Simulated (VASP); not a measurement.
CdF₂ (fluorite) relaxed at rising pressure, in one space group throughout; other phases were not tried. The pressures are those reached. These are LDA (Ceperley-Alder, Perdew-Zunger), VASP's LDA PAW potentials (set 64) (plane waves; VASP) values and carry that method's errors.

```json
[
 {"P (GPa)": "0.13", "V (Å³/atom)": "12.471", "k-mesh": "7×7×7"},
 {"P (GPa)": "4.99", "V (Å³/atom)": "12.047", "k-mesh": "7×7×7"},
 {"P (GPa)": "9.88", "V (Å³/atom)": "11.686", "k-mesh": "7×7×7"},
 {"P (GPa)": "19.85", "V (Å³/atom)": "11.113", "k-mesh": "8×8×8"},
 {"P (GPa)": "29.89", "V (Å³/atom)": "10.662", "k-mesh": "8×8×8"}
]
```

A change of mesh leaves a small step in the series.

**Question.** Fit an equation of state and predict the volume at 45.09 GPa.

**Answer.** Least squares on the third-order Birch-Murnaghan form, P = (3B0/2)(y⁷ − y⁵)[1 + (3/4)(B′ − 4)(y² − 1)] with y = (V0/V)^(1/3), gives V0 = 12.485 Å³/atom, B0 = 127 GPa and B′ = 5.1, and so 10.131 Å³/atom. The run gave 10.123 Å³/atom, -0.1 % from the fit.

Pressures at which the relaxation failed are left out.

The compound is CdF2 in the fluorite structure.
